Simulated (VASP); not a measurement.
```
TiS2
1.0
    1.74302    -3.01900     0.00000
    1.74302     3.01900     0.00000
    0.00000     0.00000     5.82711
Ti S
1 2
Direct
  0.00000   0.00000   0.00000
  0.33333   0.66667   0.25000
  0.66667   0.33333   0.75000
```

These are PBE GGA, VASP's PBE PAW potentials (set 64) (plane waves; VASP) values and carry that method's errors. Run with 300 eV cut-off, 7×7×4 Γ-centred mesh, Fermi-Dirac smearing of 0.10 eV, potentials Ti_sv S.

At this cut-off the stress carries a Pulay error, which pulls relaxed volumes low.

Task: Estimate the energy per atom (σ→0), pressure, band gap (on the k-mesh) with the smallest direct gap where there is one.

Result: 
The band gap (on the k-mesh) comes out as none (metal, semimetal or under 0.01 eV) and the energy per atom (σ→0) comes out as -6.615 eV/atom. The pressure is -5.43 GPa.

The absolute energy has meaning only against runs of the same code, potentials and settings.

The structure is a typed TiS2 crystal (P-3m1). The cell was not relaxed at this level.
